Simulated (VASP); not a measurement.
## BaCdSbF (space group P4/nmm): computed properties

The numbers are results of r2SCAN meta-GGA, VASP's PBE PAW potentials (set 64) (plane waves; VASP 6.6.1), not measurements.

```
Item                                                                                       Result
---------------------------------------------  --------------------------------------------------
space group                                                                          P4/nmm (129)
cell                                           a = b = 4.6352 Å, c = 9.8027 Å, α = β = γ = 90.00°
volume per atom                                                                     26.33 Å³/atom
band gap (over mesh and band path)                                                        0.53 eV
smallest direct gap (over mesh and band path)                                             0.53 eV
band-edge character                                                                direct, Γ to Γ
density                                                                                6.16 g/cm³
```

```cif
data_Ba2Cd2F2Sb2
_chemical_formula_sum 'Ba2 Cd2 Sb2 F2'
_space_group_name_H-M_alt 'P4/nmm :1'
_space_group_IT_number 129
_space_group_name_Hall 'P 4ab 2ab -1ab'
_cell_length_a 4.63515
_cell_length_b 4.63515
_cell_length_c 9.80271
_cell_angle_alpha 90.000
_cell_angle_beta 90.000
_cell_angle_gamma 90.000
loop_
_space_group_symop_operation_xyz
  'x, y, z'
  '-y+1/2, x+1/2, z'
  '-x, -y, z'
  'y+1/2, -x+1/2, z'
  'x+1/2, -y+1/2, -z'
  '-y, -x, -z'
  '-x+1/2, y+1/2, -z'
  'y, x, -z'
  '-x+1/2, -y+1/2, -z'
  'y, -x, -z'
  'x+1/2, y+1/2, -z'
  '-y, x, -z'
  '-x, y, z'
  'y+1/2, x+1/2, z'
  'x, -y, z'
  '-y+1/2, -x+1/2, z'
loop_
_atom_site_label
_atom_site_type_symbol
_atom_site_symmetry_multiplicity
_atom_site_Wyckoff_symbol
_atom_site_fract_x
_atom_site_fract_y
_atom_site_fract_z
_atom_site_occupancy
Ba1 Ba 2 c 0.50000 0.00000 0.35943 1
Cd1 Cd 2 a 0.00000 0.00000 0.00000 1
Sb1 Sb 2 c 0.00000 0.50000 0.18506 1
F1 F 2 b 0.50000 0.50000 0.50000 1
```

Unless said otherwise, spin-orbit coupling is left out, though it shifts the bands of the heavy elements here.

The structure comes from a computed database's BaCdSbF entry (P4/nmm); how it stands against other phases isn't given here. It was relaxed first. Symmetry was kept, so distortions that lower it aren't found.
